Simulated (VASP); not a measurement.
A convergence study with VASP on FePt (space group no. 123 when undisturbed): a few settings are varied, all else stays as given below, so the limit is that of these other settings. One atom is moved off its site, so that forces are finite.

```xyz
2
Lattice="2.7336 0.0000 0.0000 0.0000 2.7336 0.0000 0.0000 0.0000 3.7285" Properties=species:S:1:pos:R:3 pbc="T T T"
Fe     0.0000     0.0000     0.0500
Pt     1.3668     1.3668     1.8643
```
Starting moments (μB, in the order of the record's atoms Fe Pt): 3.0 0.0.

The numbers are results of PBE GGA, VASP's PBE PAW potentials (set 64) (plane waves; VASP), not measurements. The last row used: 300 eV cut-off, 12×12×9 Γ-centred mesh, Gaussian smearing of 0.10 eV, potentials Fe Pt.

```csv
setting,E (eV/atom),pressure (GPa),largest force (eV/Å),moment (μB),irreducible k-points
NBANDS = 10,(withheld),(withheld),(withheld),(withheld),140
NBANDS = 11,(withheld),(withheld),(withheld),(withheld),140
NBANDS = 12,-7.4019,0.69,0.422,3.301,140
NBANDS = 13,-7.4019,0.82,0.422,3.301,140
NBANDS = 15,-7.4019,0.82,0.422,3.301,140
NBANDS = 19,-7.4019,0.82,0.422,3.301,140
NBANDS = 25,-7.4019,0.83,0.422,3.301,140
NBANDS = 41,-7.4019,0.83,0.422,3.301,140
```

Task: Some entries are withheld; supply them.

Result: 
- NBANDS = 10, E (eV/atom): -7.1667
- NBANDS = 10, pressure (GPa): -7.07
- NBANDS = 10, largest force (eV/Å): 0.247
- NBANDS = 10, moment (μB): 1.987
- NBANDS = 11, E (eV/atom): -7.3892
- NBANDS = 11, pressure (GPa): 0.38
- NBANDS = 11, largest force (eV/Å): 0.414
- NBANDS = 11, moment (μB): 3.217

VASP warned of too few bands at NBANDS = 10; NBANDS = 11; NBANDS = 12.

Left out are rungs that failed or repeat a setting and relaxations that didn't move; long series are thinned to 24 rows.

The structure is a typed FePt crystal (space group no. 123). The cell was not relaxed at this level, it is distorted from the ideal structure. The spin order is the one that the start imposed; others were not tried in this run. VASP warned that the highest band is occupied, so more bands are needed.
